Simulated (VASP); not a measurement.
Data:

```yaml
crystal:
  lattice:
    - [0.00000, 2.97172, 2.97172]
    - [2.97172, 0.00000, 2.97172]
    - [2.97172, 2.97172, 0.00000]
  atoms:
    - { symbol: Al, position: [0.25000, 0.25000, 0.25000] }
    - { symbol: Al, position: [0.75000, 0.75000, 0.75000] }
    - { symbol: Pt, position: [0.00000, 0.00000, 0.00000] }
```

Level of theory: PBE GGA with D4 dispersion, VASP's PBE PAW potentials (set 64) (plane waves; VASP). Run with 520 eV cut-off, 9×9×9 Γ-centred mesh, first-order Methfessel-Paxton smearing of 0.10 eV, potentials Al Pt.

Task: Give the stress tensor in GPa (positive for a compressed cell).

Result: 
```
-3.91   0.00   0.00
 0.00  -3.91   0.00
 0.00   0.00  -3.91
```
The pressure is its mean diagonal, -3.91 GPa.

The compound is PtAl2 in the fluorite structure. This cell is one point of a volume scan, at 1.03 of the reference volume.
